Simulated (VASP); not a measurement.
Level of theory: PBE GGA, VASP's PBE PAW potentials (set 64) (plane waves; VASP 6.6.1).

The input files of a VASP run:

POSCAR:
```
LiH
1
    0.0000000000     2.0808000000     2.0808000000
    2.0808000000     0.0000000000     2.0808000000
    2.0808000000     2.0808000000     0.0000000000
Li H
1 1
Direct
  0.0000000000   0.0000000000   0.0000000000
  0.5000000000   0.5000000000   0.5000000000
```

**INCAR**
```
SYSTEM = LiH
PREC = Normal
ENCUT = 520
EDIFF = 1E-6
NELM = 100
ALGO = Normal
LREAL = .FALSE.
LASPH = .TRUE.
ISMEAR = 0
SIGMA = 0.05
GGA = PE
LWAVE = .FALSE.
LCHARG = .FALSE.
ISIF = 2
```

### KPOINTS
```
Automatic mesh
0
Gamma
10 10 10
0 0 0
```

POTCAR, in this order: Li_sv H (PBE.64 set). Program: vasp_std.

What will the output report for the number of irreducible k-points (NKPTS), number of bands (NBANDS), largest plane-wave count, number of space-group operations, FFT grid (NGX, NGY, NGZ)?

The number of irreducible k-points (NKPTS) is 47. The number of bands (NBANDS) is 6 and the largest plane-wave count is 531. The number of space-group operations is 48. The FFT grid (NGX, NGY, NGZ) is 16 × 16 × 16.

The compound is LiH in the rock salt structure. The cell was not relaxed at this level. The run is one of a series of settings (PREC = Normal against the base run), some of them coarse on purpose.
